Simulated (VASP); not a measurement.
OSZICAR of a VASP run on Sc (hcp):

**OSZICAR**
```
       N       E                     dE             d eps       ncg     rms          rms(c)
DAV:   1     0.391245334831E+03    0.39125E+03   -0.10881E+04  2280   0.163E+03
DAV:   2     0.957424540622E+01   -0.38167E+03   -0.37585E+03  3296   0.685E+02
DAV:   3    -0.143098783741E+02   -0.23884E+02   -0.23045E+02  3867   0.211E+02
DAV:   4    -0.147307785822E+02   -0.42090E+00   -0.41485E+00  3531   0.234E+01
DAV:   5    -0.147403076842E+02   -0.95291E-02   -0.95313E-02  3805   0.356E+00    0.834E+00
DAV:   6    -0.136235303262E+02    0.11168E+01   -0.25071E+00  2896   0.222E+01    0.252E+00
DAV:   7    -0.134619564776E+02    0.16157E+00   -0.61201E-01  3050   0.988E+00    0.743E-01
DAV:   8    -0.134482064795E+02    0.13750E-01   -0.23727E-02  3094   0.246E+00    0.204E-01
DAV:   9    -0.134474024479E+02    0.80403E-03   -0.50086E-03  3176   0.898E-01    0.210E-02
DAV:  10    -0.134474218977E+02   -0.19450E-04   -0.94875E-05  3846   0.165E-01    0.544E-03
DAV:  11    -0.134474230325E+02   -0.11347E-05   -0.15697E-06  2268   0.200E-02    0.144E-03
DAV:  12    -0.134474230004E+02    0.32094E-07   -0.33734E-07  1770   0.150E-02
   1 F= -.13447423E+02 E0= -.13446768E+02  d E =-.134474E+02
       N       E                     dE             d eps       ncg     rms          rms(c)
DAV:   1    -0.134518284187E+02   -0.44054E-02   -0.12861E-01  2965   0.608E+00    0.457E-01
DAV:   2    -0.134479171524E+02    0.39113E-02   -0.11220E-02  3004   0.161E+00    0.132E-01
DAV:   3    -0.134475635055E+02    0.35365E-03   -0.17437E-03  3298   0.601E-01    0.591E-02
DAV:   4    -0.134475525672E+02    0.10938E-04   -0.79002E-05  3638   0.130E-01    0.110E-02
DAV:   5    -0.134475503844E+02    0.21828E-05   -0.15921E-05  3352   0.605E-02    0.160E-03
DAV:   6    -0.134475503783E+02    0.60668E-08   -0.22868E-07  1525   0.108E-02
   2 F= -.13447550E+02 E0= -.13446915E+02  d E =-.127378E-03
       N       E                     dE             d eps       ncg     rms          rms(c)
DAV:   1    -0.134476243166E+02   -0.73932E-04   -0.21168E-03  2993   0.782E-01    0.589E-02
DAV:   2    -0.134475601678E+02    0.64149E-04   -0.18248E-04  3188   0.209E-01    0.172E-02
DAV:   3    -0.134475541230E+02    0.60449E-05   -0.29334E-05  3177   0.769E-02    0.770E-03
DAV:   4    -0.134475538819E+02    0.24107E-06   -0.89971E-07  1399   0.170E-02
   3 F= -.13447554E+02 E0= -.13446916E+02  d E =-.130882E-03
```

Which electronic solver shows in the log?

It is blocked Davidson (ALGO = Normal, or the opening steps of other solvers). The INCAR had ALGO = Normal.

Can the final energy be trusted as converged?

The calculation finished and met its thresholds. It stopped with EDIFF = 1E-6, NELM = 100, NSW = 60 and EDIFFG = -0.01 after 3 ionic steps (LDA (Ceperley-Alder, Perdew-Zunger), plane waves, VASP's LDA PAW potentials (set 64)).

The compound is Sc in the hcp structure. This run relaxes it. Symmetry was kept, so distortions that lower it aren't found. The start is the result of an earlier pass.
